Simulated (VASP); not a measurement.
Computed with PBEsol GGA, VASP's PBE PAW potentials (set 64) (plane waves; VASP).

VASP input:

### POSCAR
```
Zr
1
    1.5897709219    -2.7535639574    -0.0000000000
    1.5897709219     2.7535639574    -0.0000000000
    0.0000000000    -0.0000000000     5.1253340678
Zr
2
Direct
  0.3333330000   0.6666670000   0.2500000000
  0.6666670000   0.3333330000   0.7500000000
```

**KPOINTS**
```
Automatic mesh
0
Gamma
12 12 7
0 0 0
```

INCAR:
```
ALGO  =  Normal
ISIF  =  3
ENCUT  =  400
LASPH  =  T
PREC  =  Accurate
SYSTEM  =  Zr
EDIFFG  =  -0.01
LMAXMIX  =  4
EDIFF  =  1E-6   ! SCF stop (eV)
NELM  =  100   ! most electronic steps
ISMEAR  =  1   ! Methfessel-Paxton
IBRION  =  2
LCHARG  =  F
GGA  =  PS   ! PBEsol
LWAVE  =  F
LREAL  =  F   ! projection in real space or not
SIGMA  =  0.1   ! width (eV)
NSW  =  60   ! most ionic steps
```

POTCAR, in this order: Zr_sv (PBE.64 set). Program: vasp_std.

The resulting files:

File OSZICAR:
```
       N       E                     dE             d eps       ncg     rms          rms(c)
DAV:   1     0.181652199479E+03    0.18165E+03   -0.12056E+04  2432   0.124E+03
DAV:   2    -0.606226527014E+01   -0.18771E+03   -0.18605E+03  3064   0.372E+02
DAV:   3    -0.187485265773E+02   -0.12686E+02   -0.12590E+02  4648   0.700E+01
DAV:   4    -0.189355984962E+02   -0.18707E+00   -0.18707E+00  2624   0.967E+00
DAV:   5    -0.189400410183E+02   -0.44425E-02   -0.44425E-02  3744   0.104E+00    0.161E+01
DAV:   6    -0.182843105057E+02    0.65573E+00   -0.99702E-01  2544   0.873E+00    0.649E+00
DAV:   7    -0.181522354762E+02    0.13208E+00   -0.66276E-01  3504   0.611E+00    0.115E+00
DAV:   8    -0.181560726622E+02   -0.38372E-02   -0.37576E-02  3280   0.172E+00    0.288E-01
DAV:   9    -0.181563005626E+02   -0.22790E-03   -0.15573E-03  3104   0.400E-01    0.354E-02
DAV:  10    -0.181562716356E+02    0.28927E-04   -0.38359E-05  3616   0.410E-02    0.238E-02
DAV:  11    -0.181562719564E+02   -0.32079E-06   -0.85737E-06  2680   0.382E-02
   1 F= -.18156272E+02 E0= -.18156445E+02  d E =-.181563E+02
```

**OUTCAR**
```
------------------------ aborting loop because EDIFF is reached ----------------------------------------
  FORCE on cell =-STRESS in cart. coord.  units (eV):
  Direction    XX          YY          ZZ          XY          YZ          ZX
  --------------------------------------------------------------------------------------
  Total       -0.0054025     -0.0054025      0.0036767      0.0000000      0.0000000      0.0000000
  in kB       -0.1928951     -0.1928951      0.1312759      0.0000000      0.0000000      0.0000000
  external PRESSURE =      -0.0848381 kB  Pullay stress =       0.0000000 kB
  volume of cell :       44.87
      direct lattice vectors                 reciprocal lattice vectors
     1.589770922 -2.753563957  0.000000000     0.314510722 -0.181582853  0.000000000
     1.589770922  2.753563957  0.000000000     0.314510722  0.181582853  0.000000000
     0.000000000  0.000000000  5.125334068     0.000000000  0.000000000  0.195109233
 POSITION                                       TOTAL-FORCE (eV/Angst)
 -----------------------------------------------------------------------------------
      1.58977      0.91786      1.28133        -0.000000      0.000000      0.000000
      1.58977     -0.91786      3.84400         0.000000     -0.000000      0.000000
 -----------------------------------------------------------------------------------
    total drift:                                0.000000      0.001121     -0.000019
  FREE ENERGIE OF THE ION-ELECTRON SYSTEM (eV)
  ---------------------------------------------------
  free  energy   TOTEN  =       -18.1562719564 eV

  energy  without entropy=      -18.1567922304  energy(sigma->0) =      -18.15644538

 reached required accuracy - stopping structural energy minimisation
```
(Selected blocks of OUTCAR.)

OUTCAR:
```
 val. band max:        9.2690760262   @ k =   0.1667   0.0000   0.2857

 cond. band min:       9.3052509061   @ k =   0.4167   0.1667   0.4286


 Fermi energy:         9.2924456910

 k-point     1 :       0.0000    0.0000    0.0000
  band No.  band energies     occupation
      1     -39.3813      2.00000
      2     -39.2074      2.00000
      3     -17.9919      2.00000
      4     -17.0058      2.00000
      5     -17.0058      2.00000
      6     -16.8738      2.00000
      7     -16.8555      2.00000
      8     -16.8555      2.00000
      9       3.5477      2.00000
     10       6.1342      2.00000
     11      10.1640     -0.00000
     12      10.1640     -0.00000
     13      10.1997     -0.00000
     14      10.5139     -0.00000
     15      10.8666     -0.00000
     16      10.8666     -0.00000

 k-point     2 :       0.0833   -0.0000    0.0000
  band No.  band energies     occupation
      1     -39.3718      2.00000
      2     -39.2031      2.00000
      3     -17.9680      2.00000
      4     -17.0615      2.00000
      5     -17.0235      2.00000
      6     -16.9132      2.00000
      7     -16.8835      2.00000
      8     -16.8631      2.00000
      9       3.7527      2.00000
     10       6.3245      2.00000
     11       9.6758     -0.00000
     12      10.1033     -0.00000
     13      10.3556     -0.00000
     14      10.5641     -0.00000
     15      10.7030     -0.00000
     16      11.0473     -0.00000

 k-point     3 :       0.1667    0.0000    0.0000
  band No.  band energies     occupation
      1     -39.3454      2.00000
      2     -39.1918      2.00000
      3     -17.8991      2.00000
      4     -17.2133      2.00000
      5     -17.0705      2.00000
      6     -17.0659      2.00000
      7     -16.9126      2.00000
      8     -16.8850      2.00000
      9       4.3262      2.00000
     10       6.8042      2.00000
     11       9.0872      2.01344
     12       9.2234      1.91280
     13      10.2385     -0.00000
...
```

The compound is Zr in the hcp structure. It was relaxed first. The start is the result of an earlier pass.
